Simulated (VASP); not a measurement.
Shape and ions are relaxed at each volume.

Energy against volume of CrO2 (rutile). These are r2SCAN+rVV10, VASP's PBE PAW potentials (set 64) (plane waves; VASP 6.6.1) values and carry that method's errors.

```tsv
V (Å³/atom)	E (eV/atom)
8.829	-10.95779
9.110	-10.98175
9.392	-10.98934
9.674	-10.98320
9.956	-10.96563
```

Question: Fit a third-order Birch-Murnaghan equation of state.

Answer: 
```json
{
  "volume_per_atom": "9.40 Å^3/atom",
  "bulk_modulus": "258 GPa",
  "pressure_derivative_of_the_bulk_modulus": "4.96"
}
```

The compound is CrO2 in the rutile structure. It was relaxed first.
